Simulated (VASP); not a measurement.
# The (2 1 1) face of Al (space group 225) in VASP, part 3 of 3

Aim: model the (2 1 1) face of Al (space group 225) by a slab and find how far its highest filled level lies below the vacuum.

VASP 6.6.1; PBEsol; plane waves and PAW (Al).

So far. Step 2 (Surface relaxation): The run ended after 10 ionic steps, 0.075 eV below its first step, once the forces on the free atoms met EDIFFG = -0.03. Step 3 (Potential and states of the slab): The vacuum level lies 4.16 eV above the Fermi level at the upper face; both faces agree, as the slab has next to no dipole.

### 4. Tunnelling image, filled states within 1 eV

A partial density over this window, at constant height above the top atom, is the Tersoff-Hamann picture of a tunnelling image.

INCAR reads:

```
SYSTEM = Al
PREC = Normal
ENCUT = 300
EDIFF = 1E-05
NELM = 120
ISMEAR = 0
SIGMA = 0.05
LREAL = Auto
ALGO = Fast
GGA = PS
NBANDS = 60
LWAVE = .FALSE.
LCHARG = .FALSE.
ISTART = 1
LPARD = .TRUE.
NBMOD = -3
EINT = -1 0
LSEPB = .FALSE.
LSEPK = .FALSE.
```

POSCAR reads:

```
Al
1.0
    2.8635066922      0.0000000000      0.0000000000
   -5.7270133843      7.0141302708      0.0000000000
    0.0000000000      0.0000000000     26.3993476966
Al
16
Direct
    0.6969805101      0.8484902556      0.7293589874
    0.5457168795      0.5228584392      0.7003043171
    0.3790052227      0.1895026113      0.6753585802
    0.2092828182      0.8546414096      0.6380715448
    0.0375900899      0.5187950445      0.6084132539
    0.8750000000      0.1875000000      0.5782806440
    0.7083333330      0.8541666670      0.5469683870
    0.5416666670      0.5208333330      0.5156561290
    0.3750000000      0.1875000000      0.4843438710
    0.2083333330      0.8541666670      0.4530316130
    0.0416666670      0.5208333330      0.4217193560
    0.8790765771      0.1895382885      0.3915867461
    0.7073838478      0.8536919244      0.3619284552
    0.5376614443      0.5188307217      0.3246414198
    0.3709497875      0.1854748938      0.2996956829
    0.2196861559      0.8598430784      0.2706410126
```

KPOINTS reads:

```
Automatic mesh
0
Gamma
11 11 1
0 0 0
```

The projector-augmented-wave data sets are Al (PBE family, release 64).

The run starts from files that an earlier step left in the folder.

Command:

```console
> mpirun -np 4 vasp_std
```

The program printed:

```text
[banner, memory and clock lines left out]
running    4 mpi-ranks, on    1 nodes
 distrk:  each k-point on    4 cores,    1 groups
 distr:  one band on    1 cores,    4 groups

 POSCAR found type information on POSCAR Al
 POSCAR found :  1 types and      16 ions
|                                                                             |
|               ----> ADVICE to this user running VASP <----                  |
|                                                                             |
|     You enforced a specific xc type in the INCAR file but a different       |
|     [... a line on the potential file left out ...]
|     I HOPE YOU KNOW WHAT YOU ARE DOING!                                     |
|                                                                             |

 LDA part: xc-table for (Slater+PW92), standard interpolation
 found WAVECAR, reading the header
 POSCAR, INCAR and KPOINTS ok, starting setup
 FFT: planning ... GRIDC
 FFT: planning ... GRID_SOFT
 FFT: planning ... GRID
 reading WAVECAR
 the WAVECAR file was read successfully
Calculating partial charge density.
NDMOD =  -3
Energy range w.r.t. Fermi energy from INCAR:   -1.000   0.000
Efermi =    1.948
No KPOINTS given: use all of them.

*****************************************************
* Parameters from pardens
*****************************************************

NBMOD is set to  -3
Selected energy range (EINT)    0.9476   1.9476
Selected all k-points to calculate charge density.
k-point no.    1; bands inside the range    2
  20  21
k-point no.    2; bands inside the range    3
  21  22  23
k-point no.    3; bands inside the range    3
  21  22  23
k-point no.    4; bands inside the range    5
  21  22  23  24  25
k-point no.    5; bands inside the range    3
  23  24  25
k-point no.    6; bands inside the range    4
  24  25  26  27
k-point no.    7; bands inside the range    3
  20  21  22
k-point no.    8; bands inside the range    1
  23
k-point no.    9; bands inside the range    3
  22  23  24
k-point no.   10; bands inside the range    5
  21  22  23  24  25
k-point no.   11; bands inside the range    3
  23  24  25
k-point no.   12; bands inside the range    4
  25  26  27  28
k-point no.   13; bands inside the range    4
  24  25  26  27
k-point no.   14; bands inside the range    4
  23  24  25  26
k-point no.   15; bands inside the range    3
  21  22  23
k-point no.   16; bands inside the range    3
  20  21  22
k-point no.   17; bands inside the range    2
  22  23
k-point no.   18; bands inside the range    2
  23  24
k-point no.   19; bands inside the range    5
  21  22  23  24  25
k-point no.   20; bands inside the range    4
  22  23  24  25
k-point no.   21; bands inside the range    4
  23  24  25  26
k-point no.   22; bands inside the range    3
  23  24  25
k-point no.   23; bands inside the range    4
  19  20  21  22
k-point no.   24; bands inside the range    2
  20  21
k-point no.   25; bands inside the range    1
  23
k-point no.   26; bands inside the range    2
  23  24
k-point no.   27; bands inside the range    4
  21  22  23  24
k-point no.   28; bands inside the range    5
  22  23  24  25  26
k-point no.   29; bands inside the range    3
  23  24  25
k-point no.   30; bands inside the range    1
  20
k-point no.   31; bands inside the range    1
  24
k-point no.   32; bands inside the range    2
  21  22
k-point no.   33; bands inside the range    3
  22  23  24
k-point no.   34; bands inside the range    1
  20
k-point no.   35; bands inside the range    1
  24
k-point no.   36; bands inside the range    3
  20  21  22
Finished calculating partial charge density.
VASP will stop now.
```

Run time: 6.2 s. Hardware: 4 MPI ranks of AMD EPYC 7R43, shared host.

Parts of OUTCAR (step 4):

```text
 Found     36 irreducible k-points:

   NELECT =      48.0000    total number of electrons

[... 9 parts as in an earlier step ...]
```

Local density of states in the window along a and b. Constant height, 2.5 Å above the top atom.

Ten even steps from '_' (0.10 × 1e-3 e/Å³) to '@' (1.31 × 1e-3 e/Å³), each cell a mean:
```
************++++++++++++++++++++************####
%%%%########**********########%%%%%%%%%%%%%%%%%%
%%%%%%##############%%%%%%@@@@@@@@@@@@@@@@@@@@@@
%%############%%%%%%%%@@@@@@@@@@@@@@@@@@@@@@%%%%
##****##########%%%%%%%%%%%%%%%%%%%%%%%%########
++++++************############**********++++++++
==========++++++++++++++++++++==================
------------------------------------------------
::::::::::::::::::::::::::::::::::::::::::::::::
................................................
................................................
________________________________________________
________________________________________________
________________________________________________
________________________________________________
________________________________________________
________________________________________________
________________________________________________
________________________________________________
................................................
::--------::::::::::::::::::::::::::::::::::::::
==================----------------==============
```
Columns: along a (fractional) from 0 to 0.958; rows upwards: along b (fractional) from 0 to 0.975.

Partial charge density in the ca plane at fractional y = 0.848, with atoms of Al within 0.2 Å of it. It is the smooth field of the valence electrons, not physical close to the nuclei.

Ten steps, logarithmic in the rise over the least value, from '0' (0.00 × 1e-2 Å⁻³) to '9' (3.45 × 1e-2 Å⁻³), each cell a mean:
```
99988999999998899889999999999889998653210000
99966898889998887579999999999867998753210000
99865898889988887479999999999857998753210000
99988999899998998889999999999889998753210000
99999999988998899999999889999999998653210000
99999999976788899988898669999999987643210000
99999999974688889988898668999899987643210000
99999999988898899998999889999999997653210000
```
Columns run along c (16.0 Å, from fractional 0.31 to 0.92 of the cell), rows up along a (2.9 Å). Atoms in or near the plane, at fractional coordinates: Al at (0.73, 0.70), Al at (0.64, 0.21), Al at (0.55, 0.71), Al at (0.45, 0.21), Al at (0.36, 0.71).

Shared out to the nearest atoms, the partial charge density (by size) has 100 % on Al; its largest share on one atom is 8 % (Al1), and it takes 13 of the 16 atoms to pass 80 %.

Between its 5th and 95th percentile the partial density varies by a factor of 12, which sets the contrast of the image.

### 5. Tunnelling image, empty states within 1 eV

A partial density over this window, at constant height above the top atom, is the Tersoff-Hamann picture of a tunnelling image.

Edit INCAR of step 4 so:

```diff
@@ -16,3 +16,3 @@
 NBMOD = -3
-EINT = -1 0
+EINT = 0 1
 LSEPB = .FALSE.
```

POSCAR is that of step 4.

KPOINTS is that of step 4.

The run starts from files that an earlier step left in the folder.

Command:

```console
> mpirun -np 4 vasp_std
```

The program printed:

```text
 LDA part: xc-table for (Slater+PW92), standard interpolation
 found WAVECAR, reading the header
 POSCAR, INCAR and KPOINTS ok, starting setup
 FFT: planning ... GRIDC
 FFT: planning ... GRID_SOFT
 FFT: planning ... GRID
 reading WAVECAR
 the WAVECAR file was read successfully
Calculating partial charge density.
NDMOD =  -3
Energy range w.r.t. Fermi energy from INCAR:    0.000   1.000
Efermi =    1.948
No KPOINTS given: use all of them.

NBMOD is set to  -3
Selected energy range (EINT)    1.9476   2.9476
Selected all k-points to calculate charge density.
k-point no.    1; bands inside the range    3
  22  23  24
k-point no.    2; bands inside the range    2
  24  25
k-point no.    3; bands inside the range    2
  24  25
k-point no.    4; bands inside the range    5
  26  27  28  29  30
k-point no.    5; bands inside the range    6
  26  27  28  29  30  31
k-point no.    6; bands inside the range    5
  28  29  30  31  32
k-point no.    7; bands inside the range    2
  23  24
k-point no.    8; bands inside the range    3
  24  25  26
k-point no.    9; bands inside the range    1
  25
k-point no.   10; bands inside the range    4
  26  27  28  29
k-point no.   11; bands inside the range    6
  26  27  28  29  30  31
k-point no.   12; bands inside the range    3
  29  30  31
k-point no.   13; bands inside the range    4
  28  29  30  31
k-point no.   14; bands inside the range    5
  27  28  29  30  31
k-point no.   15; bands inside the range    3
  24  25  26
k-point no.   16; bands inside the range    2
  23  24
k-point no.   17; bands inside the range    2
  24  25
k-point no.   18; bands inside the range    2
  25  26
k-point no.   19; bands inside the range    3
  26  27  28
k-point no.   20; bands inside the range    4
  26  27  28  29
k-point no.   21; bands inside the range    5
  27  28  29  30  31
k-point no.   22; bands inside the range    5
  26  27  28  29  30
k-point no.   23; bands inside the range    3
  23  24  25
k-point no.   24; bands inside the range    3
  22  23  24
k-point no.   25; bands inside the range    4
  24  25  26  27
k-point no.   26; bands inside the range    2
  25  26
k-point no.   27; bands inside the range    4
[...]
Finished calculating partial charge density.
VASP will stop now.

[... 3 parts as in an earlier step ...]
```

Elapsed: 9 s, on 4 MPI ranks.

From OUTCAR (step 5):

```text
   NELECT =      48.0000    total number of electrons

[... 9 parts as in an earlier step ...]

[... 1 further part left out ...]
```

Local density of states in the window along a and b. Constant height, 2.5 Å above the top atom.

Ten even steps from '_' (0.21 × 1e-3 e/Å³) to '@' (2.17 × 1e-3 e/Å³), each cell a mean:
```
####******++++++++++++++++++++++******##########
%%%%####******************######%%%%%%@@@@@@%%%%
%%######**********######%%%%@@@@@@@@@@@@@@@@@@%%
####**********######%%%%@@@@@@@@@@@@@@@@%%%%%%##
**++++++******######%%%%%%%%%%%%%%%%######******
======++++++++********************++++++++======
----==============================--------------
::::------------------------::::::::::::::::::::
::::::::::::::::::::::::::....................::
................................................
______________________........__________________
________________________________________________
________________________________________________
________________________________________________
________________________________________________
________________________________________________
________________________________________________
________________________________________________
________..............__________________________
......::::::::::................................
------------------::::::::::::::::::::::::------
++++++++==========----------------==========++++
```
Columns: along a (fractional) from 0 to 0.958; rows upwards: along b (fractional) from 0 to 0.975.

Partial charge density in the ca plane at fractional y = 0.848, with atoms of Al within 0.2 Å of it. It is the smooth field of the valence electrons, not physical close to the nuclei.

Values in units of 1e-2 Å⁻³, 5 rows by 16 columns, each cell a mean:
```
3.2 1.9 2.9 3.0 3.1 3.1 2.1 2.9 2.8 2.9 2.5 3.1 2.8 0.4 0.0 0.0
3.1 0.8 2.7 2.8 2.9 2.7 0.9 2.7 2.6 2.6 2.0 2.2 3.3 0.4 0.0 0.0
3.1 2.4 2.9 2.9 3.2 3.2 2.7 2.9 2.7 3.0 2.7 3.5 2.5 0.4 0.0 0.0
2.6 2.7 2.7 1.5 2.4 2.9 3.0 2.7 1.3 2.8 2.7 3.1 1.6 0.3 0.0 0.0
2.8 2.8 2.8 1.9 2.7 3.0 3.1 2.8 1.7 2.9 2.8 3.3 1.8 0.3 0.0 0.0
```
Columns run along c (16.0 Å, from fractional 0.31 to 0.92 of the cell), rows up along a (2.9 Å). Atoms in or near the plane, at fractional coordinates: Al at (0.73, 0.70), Al at (0.64, 0.21), Al at (0.55, 0.71), Al at (0.45, 0.21), Al at (0.36, 0.71).

Shared out to the nearest atoms, the partial charge density (by size) has 100 % on Al; its largest share on one atom is 8 % (Al1), and it takes 13 of the 16 atoms to pass 80 %.

Between its 5th and 95th percentile the partial density varies by a factor of 8.9, which sets the contrast of the image.

### 6. Derived quantities

This step: slab, PBEsol; plane waves and PAW (VASP 6.6.1).

Derived from the runs above.

### 7. Outcome

- work function of the slab: 4.16 eV

**Reading.** The work function is 4.16 eV at both faces. The atom that ends on top (Al) moved inwards by 0.14 Å. The cell in the plane was kept as given and was not relaxed here.

[Lines on the potential files, build, host, timing and source positions are cut from VASP's logs without a mark.]

[Logs are printed without paths, hosts, clocks, repeated set-up lines and the standing remarks that a program may print on its own settings, such as how far it seeks lower states.]

[Hosts, paths, dates, database ids (printed as entryN), source tags and the programs' standing remarks are cut or masked in the printed files.]

[In band tables of VASP the shares of atoms and orbitals are scaled to a sum of 1 inside the atoms' spheres.]

[Runs that stopped without an error message from VASP are left out.]
